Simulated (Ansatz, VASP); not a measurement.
# Mo2CCl2 (Mo2CCl2 MXene bilayer, AA): VASP beside Ansatz

One calculation is typed for both programs; each brings its own data sets. How far apart do they land? Of the first pair: The structure shown is the start of the Ansatz relaxation below; VASP solves that cell, so the two are compared at the walk's first step.

Calculated with Ansatz 0.2.0; plane waves, with VASP 6.6.1 beside it; single point at PBE with D3(BJ).

**1. The structure**

The cell holds 10 atoms: 4 Cl, 4 Mo and 2 C. Cell: a = 3.025 Å, b = 3.025 Å, c = 59.994 Å, α = 90.0°, β = 90.0°, γ = 120.0°. Vacuum lies along c.

**2. Ansatz: relaxation, PBE with D3(BJ)**

Ansatz runs on its default PAW (the set named soft_2) files.

The two programs are compared at the cell with which this relaxation starts, whose forces are those of its first step.

input.yaml

```yaml
crystal:
  lattice:
    - [3.024736, 0.0, 0.0]
    - [-1.512368, 2.6194982157, 0.0]
    - [0.0, 0.0, 59.994084154]
  atoms:
    - { symbol: Cl, position: [0.3333333333, 0.6666666667, 0.3792040552] }
    - { symbol: Mo, position: [0.6666666667, 0.3333333333, 0.4067907885] }
    - { symbol: C, position: [0.0, 0.0, 0.4266840873] }
    - { symbol: Mo, position: [0.3333333333, 0.6666666667, 0.446577386] }
    - { symbol: Cl, position: [0.6666666667, 0.3333333333, 0.4741641193] }
    - { symbol: Cl, position: [0.3333333333, 0.6666666667, 0.5258358807] }
    - { symbol: Mo, position: [0.6666666667, 0.3333333333, 0.553422614] }
    - { symbol: C, position: [0.0, 0.0, 0.5733159127] }
    - { symbol: Mo, position: [0.3333333333, 0.6666666667, 0.5932092115] }
    - { symbol: Cl, position: [0.6666666667, 0.3333333333, 0.6207959448] }
  periodic: [true, true, false]
kpoints:
  mp_grid: { grid: [12, 12, 1] }
hamiltonian:
  xc: pbe
  dispersion: d3bj
scf:
  occupations: { method: fermi_dirac, width: 0.05 }
  convergence: { dr2_threshold: 1.0e-09 }
relax:
  f_tol: 0.004
  max_steps: 90
  cell: {}
output:
  write_potential: true
  write_density: true
  volumetric_format: npy
```

Run with:

```bash
> ansatz run input.yaml --threads 4 --pin off --max-ram 6144MiB --backend cpu --events-out ev --progress --plain --runs-dir out
```

Numbers of over 12 decimals in the logs are rounded to 6 here.

What it wrote:

```text
Warning: relax.cell: scf.convergence.dr2_threshold = 1e-9 eV is looser than the 1.66677734452e-10 eV advised for a relaxation that steers and ends on the stress (1e-10 eV for each atom of the cell: 10, times the square of relax.cell.stress_2d_tol = 0.05 N/m over 24.5 Å (the atoms' height at the walk's start and 5 Å past either face), 2.041e-2 GPa, over a crystal's default 0.05). What an SCF threshold leaves in a stress goes as its square root, and in the free energy as the threshold itself, and one threshold admits the most on a small cell: [figures from the program's tests cut] Set scf.convergence.dr2_threshold to 1.66677734452e-10 eV or tighter. [rest of the remark cut]
Engine: ansatz 0.2.0, x86_64-unknown-linux-gnu
Pseudopotentials: kind: paw
Pseudopotential: Cl, paw, valence charge 7, recommended cutoff 420 eV (normal), Cl.paw.azcp
Pseudopotential: Mo, paw, valence charge 14, recommended cutoff 420 eV (normal), Mo.paw.azcp
Pseudopotential: C, paw, valence charge 4, recommended cutoff 420 eV (normal), C.paw.azcp
Functional definition: PBE
  parameter kappa = 0.804
  parameter beta = 0.066725
  exchange = pbe_x(kappa = kappa, mu = beta*pi^2/3)
  correlation = pbe_c(beta = beta)
Crystal: 10 atoms, lattice volume = 475.351 Å³
Basis set: ecut = 420 eV, 9153 PW (Γ), exchange–correlation on 48×48×810 points (8 copies of the dense FFT grid, shifted against one another)
Bands: 56, of which v1, the nominal top of the filled ones, is band 46 counted from 1 (45 counted from 0)
Symmetry: 12 space group operations
Space group: P-3m1 (ITA 164), of the structure as read, at distance tolerance 7.8e-5 Å
k-points: 19 of 144
Non-local potential: Cl, projectors of the file, l = 0: 2, l = 1: 2, l = 2: 2
Non-local potential: Mo, projectors of the file, l = 0: 3, l = 1: 2, l = 2: 2, l = 3: 1
Non-local potential: C, projectors of the file, l = 0: 2, l = 1: 2, l = 2: 1
PAW form: soft (Blöchl's): semilocal exchange-correlation on the pseudo side does not see the compensation charge
PAW one-centre angular grid: Cl, 110 points (default); XC on 64 Gauss nodes
PAW one-centre angular grid: Mo, 590 points (default); XC on 64 Gauss nodes
PAW one-centre angular grid: C, 110 points (default); XC on 64 Gauss nodes
Initial density: superposition of atomic densities (neutral atoms: chi_scale 0, normalization atom), corrected by the library's trained network
Initial wavefunctions: pseudopotential atomic-orbital guess
Functional: x = pbe(κ = 0.804, μ = 0.219515), c = pbe(β = 0.066725)
SCF iter   1: F=—  HF=-24648.605223 eV  |F-HF|=—  |Δ(HF+E_count)|=         —  Δρ=7.55e-3  dr2=1.08e0  ethr=1.77e-3  ⟨swp⟩=13.2  Hψ=7340  notcnv=0
preconditioner: auto → LDOS  [metal: Δε(μ)=0.049 eV  Ē_g=8.648 eV  σ=0.050 eV  W_gap=0.24  n_scr=38 (ndim 8)  ℏωp=13.2 eV  f_vac=0.702  D(μ)=7.56/eV (n_scr^D=32)  β→1.0]
SCF iter   2: F=—  HF=-24648.489060 eV  |F-HF|=—  |Δ(HF+E_count)|=   1.16e-1  Δρ=2.18e-3  dr2=7.02e-2  ethr=1.17e-3  ⟨swp⟩=3.6  Hψ=2044  notcnv=0  defer=9
SCF iter   3: F=—  HF=-24648.487345 eV  |F-HF|=—  |Δ(HF+E_count)|=   1.72e-3  Δρ=1.43e-3  dr2=1.84e-2  ethr=7.63e-5  ⟨swp⟩=3.3  Hψ=2762  notcnv=0  defer=9
SCF iter   4: F=—  HF=-24648.483707 eV  |F-HF|=—  |Δ(HF+E_count)|=   3.64e-3  Δρ=4.22e-4  dr2=1.36e-3  ethr=2.00e-5  ⟨swp⟩=3.6  Hψ=2572  notcnv=0  defer=9
SCF iter   5: F=—  HF=-24648.483477 eV  |F-HF|=—  |Δ(HF+E_count)|=   2.30e-4  Δρ=9.51e-5  dr2=8.76e-5  ethr=1.47e-6  ⟨swp⟩=3.2  Hψ=2241  notcnv=0  defer=9
SCF iter   6: F=—  HF=-24648.483502 eV  |F-HF|=—  |Δ(HF+E_count)|=   2.51e-5  Δρ=3.48e-5  dr2=5.70e-6  ethr=9.53e-8  ⟨swp⟩=3.6  Hψ=2581  notcnv=0  defer=9
SCF iter   7: F=—  HF=-24648.483913 eV  |F-HF|=—  |Δ(HF+E_count)|=   4.11e-4  Δρ=7.69e-6  dr2=5.64e-7  ethr=6.20e-9  ⟨swp⟩=3.2  Hψ=2344  notcnv=0  defer=9
SCF iter   8: F=—  HF=-24648.483913 eV  |F-HF|=—  |Δ(HF+E_count)|=   3.48e-7  Δρ=2.33e-6  dr2=5.87e-8  ethr=6.13e-10  ⟨swp⟩=3.4  Hψ=2490  notcnv=0  defer=9
SCF iter   9: F=—  HF=-24648.483913 eV  |F-HF|=—  |Δ(HF+E_count)|=   2.33e-8  Δρ=9.61e-7  dr2=1.02e-8  ethr=6.38e-11  ⟨swp⟩=3.6  Hψ=2487  notcnv=0  defer=9
SCF iter  10: F=—  HF=-24648.483913 eV  |F-HF|=—  |Δ(HF+E_count)|=   1.73e-8  Δρ=4.15e-7  dr2=1.58e-9  ethr=1.11e-11  ⟨swp⟩=3.2  Hψ=2271  notcnv=0  defer=9
SCF iter  11: F=-24648.483913 eV  HF=-24648.483913 eV  |F-HF|=2.57e-9  |Δ(HF+E_count)|=   4.89e-9  Δρ=1.88e-7  dr2=4.43e-10  ethr=1.09e-12  ⟨swp⟩=12.6  Hψ=9312  notcnv=0
[...]
SCF iter   3: F=—  HF=-24651.493250 eV  |F-HF|=—  |Δ(HF+E_count)|=   1.42e-6  Δρ=6.10e-7  dr2=1.67e-9  ethr=2.29e-11  ⟨swp⟩=3.5  Hψ=2320  notcnv=0
SCF iter   4: F=-24651.493251 eV  HF=-24651.493251 eV  |F-HF|=9.88e-8  |Δ(HF+E_count)|=   1.33e-6  Δρ=1.66e-7  dr2=2.58e-10  ethr=1.09e-12  ⟨swp⟩=18.1  Hψ=10185  notcnv=0
SCF 17 converged in 4 iterations: F = -24651.493251 eV  dr2 = 2.58e-10
relax step  17: F+E_penalty+E_count = -24651.49325124 eV  Δ(F+E_penalty+E_count) = -2.312e-4 eV  max|allowed force component| = 4.526e-5 eV/Å  Δτ_max = 0.0000 Å  P = -0.001 N/m  Ω = 576.662 Å³  fix = [c, alpha, beta]  reactions: c -0.000 N/m  stress off target by 1.15e-3 N/m on what of the cell is left free  SCF on the basis re-selected at this cell (its energy is not comparable with the rows above)  (4 SCF iters)
basis re-selected at this cell: Δ(F+E_penalty+E_count) = -2.312e-4 eV, ΔP = -0.001 N/m vs the last step (what re-selecting the basis moved, of the pressure what is left beyond the Pulay correction that the steps carried, after the strain that the cell walked since its last selection, with what the two solves' SCF thresholds leave and, on support functions, any second-order correction that the steps lacked; it is no m [...]
WARN: The input density's exchange-correlation potential varies sharply where the density is thin. Do not read a vacuum level from v_tot or v_xc, or from such a field of the output density. On a cell that repeats whose density bears no net charge and no dipole along the vacuum's axis use v_es (v_loc + v_h of the components); under efield.dipole_correction with no amplitude use v_es + v_field, which holds any external [...]
SCF converged after 4 iterations
Free energy (F): -24651.493251 eV
Harris-Foulkes:  -24651.493251 eV  (|F-HF|=9.88e-8)
Internal energy: -24651.459967 eV  (E = F + TS)
E sigma→0 (E₀):  -24651.476609 eV
Entropy (-TS):   -0.033285 eV (-3.328 meV/atom)
Fermi energy:    -4.438169 eV
--- Per-component energies (eV) ---
  E_band       = -2165.759923
  E_kinetic    = 2595.570785
  E_local      = -785935.593671  (includes V_loc(G=0)·N_el)
  E_nonlocal   = 741.943955
  E_hartree    = 391267.182489
  E_xc         = -1260.279364
  E_vxc        = -1525.843273  (∫ρ·V_xc dr)
  E_paw        = -15640.626143  (= ΣΔE_a)
  E_vpaw       = -576.198378  (= ΣTr[D̂ρ^β])
  E_aug_tail   = 0.000525  (compensation charges beyond the density's cutoff)
  E_ewald      = 383583.710631
  E_disp       = -3.369174  (pairwise vdW)
  E_smearing   = -0.033285  (= −TS)
  E_closure    = -0.000000  (closes the sum)
  Σ components = -24651.493251   (vs F -24651.493251, Δ=0.00e0)
--- Forces (eV/Å), atoms counted from 1 ---
  atom   1  Cl     0.00000000     0.00000000     0.00002437
  atom   2  Mo     0.00000000    -0.00000000     0.00001666
  atom   3  C     -0.00000000     0.00000000    -0.00001330
  atom   4  Mo    -0.00000000     0.00000000    -0.00004526
  atom   5  Cl     0.00000000    -0.00000000     0.00002259
  atom   6  Cl     0.00000000     0.00000000    -0.00002259
  atom   7  Mo     0.00000000    -0.00000000     0.00004526
  atom   8  C      0.00000000    -0.00000000     0.00001330
  atom   9  Mo     0.00000000     0.00000000    -0.00001666
  atom  10  Cl     0.00000000    -0.00000000    -0.00002437
  max |Σ_I F_I| component: 3.70e-17 eV/Å
--- 2D stress c σ (N/m, compression-positive) ---
       -0.001149      -0.000000       0.000000
       -0.000000      -0.001149      -0.000000
        0.000000      -0.000000      -0.000000
  P = ½ c Tr σ = -0.0011 N/m
--- Band table (eV; the first three rows and the last of 19) ---
  k-point 0: bands = [... 42 lower, -7.4648, -7.4648, -4.5810, -4.5724, -3.9230, -3.9230, -3.9056, -3.9056, ... 6 higher]
  k-point 1: bands = [... 42 lower, -7.1343, -7.1164, -4.6438, -4.6398, -4.1414, -4.1225, -3.9171, -3.8948, ... 6 higher]
  k-point 2: bands = [... 42 lower, -6.7490, -6.7294, -4.8621, -4.8284, -4.3883, -4.2942, -3.9035, -3.8728, ... 6 higher]
  k-point 18: bands = [... 42 lower, -6.0998, -6.0998, -6.0697, -6.0697, -3.4984, -3.4984, -3.4833, -3.4833, ... 6 higher]
  the weakly bound empty levels are not read free of the cell's end (no_gap_told)
--- Relaxed structure (15 steps of the walk, 14 accepted, 2 SCFs on fresh bases) ---
  F+E_penalty+E_count = -24651.49325124 eV   max|allowed force component| = 4.526e-5 eV/Å   (the final SCF, on the basis selected at the relaxed cell)
  cell:  # Å, volume = 576.6617 Å³
    - [3.331509, 0, 0]
    - [-1.665755, 2.885172, 0]
    - [0, 0, 59.994084154]
  atoms:
    - { symbol: Cl, position: [0.333333, 0.666667, 0.384841] }
    - { symbol: Mo, position: [0.666667, 0.333333, 0.414368] }
    - { symbol: C, position: [0, 0, 0.429851] }
    - { symbol: Mo, position: [0.333333, 0.666667, 0.445447] }
    - { symbol: Cl, position: [0.666667, 0.333333, 0.474819] }
    - { symbol: Cl, position: [0.333333, 0.666667, 0.525181] }
    - { symbol: Mo, position: [0.666667, 0.333333, 0.554553] }
    - { symbol: C, position: [0, 0, 0.570149] }
    - { symbol: Mo, position: [0.333333, 0.666667, 0.585632] }
    - { symbol: Cl, position: [0.666667, 0.333333, 0.615159] }
```

Reading the cycles: dr2 is the Hartree energy of the density residual (eV), the measure of convergence; HF is the Harris–Foulkes estimate of the energy, which meets the free energy F at convergence.

(Continued in part 2 of 2.)

[Lines on the potential files, build, host, timing and source positions are cut from VASP's logs without a mark.]

[Logs are printed without paths, hosts, clocks, repeated set-up lines and the standing remarks that a program may print on its own settings, such as how far it seeks lower states.]

[Hosts, paths, dates, database ids (printed as entryN), source tags and the programs' standing remarks are cut or masked in the printed files.]
